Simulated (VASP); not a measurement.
Molecule: CH4, in a box.

```
CELL_PARAMETERS angstrom
12.22816 0.00000 0.00000
0.00000 12.72816 0.00000
0.00000 0.00000 13.22816
ATOMIC_POSITIONS crystal
C 0.50000 0.50393 0.50000
H 0.51757 0.42833 0.53635
H 0.56269 0.56134 0.52159
H 0.41944 0.53208 0.52443
H 0.50029 0.49396 0.41764
```

Base run:

- Program: VASP 6.6.1
- Functional: RPBE
- Potentials or basis: VASP PAW PBE potentials, release 64 (C, H)
- Cutoff: 400 eV
- k mesh: 1 × 1 × 1
- Occupations: gaussian, width 0.01 eV
- Spin: no spin polarisation

Its results: gap between the frontier levels 8.83 eV.

Problem. The run is repeated on the same cell with these changes: functional from RPBE to PBE. What comes out?

Solution. Gap between the frontier levels 8.90 eV.

